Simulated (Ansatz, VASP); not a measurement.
Ga2C3 in VASP and in Ansatz

File INCAR:

```
  ALGO = Normal
  EDIFF = 1E-6
  ENCUT = 520
  GGA = PE
  ISIF = 2
  ISMEAR = 0
  LASPH = True
  LCHARG = False
  LREAL = False
  LWAVE = False
  NBANDS = 27
  NELM = 100
  PREC = Accurate
  SIGMA = 0.1
```

KPOINTS

```
k-points
0
Gamma
  4 4 4
```

File POSCAR:

```
Ga2C3
1.0
    5.2906971400      0.0000000000      0.0000000000
    0.0000000000      5.2906971400      0.0000000000
    0.0000000000      0.0000000000      5.2906971400
Ga C
2 3
Direct
    0.5000000000      0.5000000000      0.5000000000
    0.0000000000      0.0000000000      0.0000000000
    0.0000000000      0.5000000000      0.5000000000
    0.5000000000      0.0000000000      0.5000000000
    0.5000000000      0.5000000000      0.0000000000
```

Input for Ansatz:

```yaml
crystal:
  lattice:
    - [5.29069714, 0.0, 0.0]
    - [0.0, 5.29069714, 0.0]
    - [0.0, 0.0, 5.29069714]
  atoms:
    - { symbol: Ga, position: [0.5, 0.5, 0.5] }
    - { symbol: Ga, position: [0.0, 0.0, 0.0] }
    - { symbol: C, position: [0.0, 0.5, 0.5] }
    - { symbol: C, position: [0.5, 0.0, 0.5] }
    - { symbol: C, position: [0.5, 0.5, 0.0] }
basis:
  ecutwfc: 420
kpoints:
  mp_grid: { grid: [4, 4, 4] }
hamiltonian:
  xc: pbe
scf:
  occupations: { method: gaussian, width: 0.1 }
  lower_state_search: "off"
output:
  forces: true
  stress: true
  eigenvalues: true
```

Alike in both runs: task single point; functional PBE; k mesh 4 × 4 × 4; occupations gaussian, width 0.1 eV; no spin polarisation.

```csv
,VASP,Ansatz
version,VASP 6.6.1,Ansatz 0.2.0
potentials or method,"VASP PAW PBE potentials, release 64 (Ga_d, C)","scalar-relativistic, plane waves, PAW"
plane-wave cutoff (eV),520,420
valence electrons in the cell,38,38
```

|  | VASP | Ansatz | Ansatz less VASP |
| --- | --- | --- | --- |
| gap on the k mesh at the Fermi level (eV) | none | none | - |
| pressure (GPa) | -10.9 | -10.9 | 0.00 |

A gap of «none» marks a metal or a gap that the smearing closes.
